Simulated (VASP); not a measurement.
Consider the following.

```xyz
1
Lattice="-2.0794 2.0794 2.0794 2.0794 -2.0794 2.0794 2.0794 2.0794 -2.0794" Properties=species:S:1:pos:R:3 pbc="T T T"
Na     0.0000     0.0000     0.0000
```

The numbers are results of PBE GGA, VASP's PBE PAW potentials (set 64) (plane waves; VASP), not measurements. Run with 400 eV cut-off, 11×11×11 Γ-centred mesh, first-order Methfessel-Paxton smearing of 0.10 eV, potentials Na_pv.

Question: Predict the energy per atom (σ→0), band gap (on the k-mesh) with the smallest direct gap where there is one.

Answer: 
```json
{
  "band gap (on the k-mesh)": "none (metal, semimetal or under 0.01 eV)",
  "energy per atom (σ→0)": "-1.313 eV/atom"
}
```

The compound is Na in the bcc structure. It was relaxed first, which changed the volume by -7 %. The start is the result of an earlier pass.
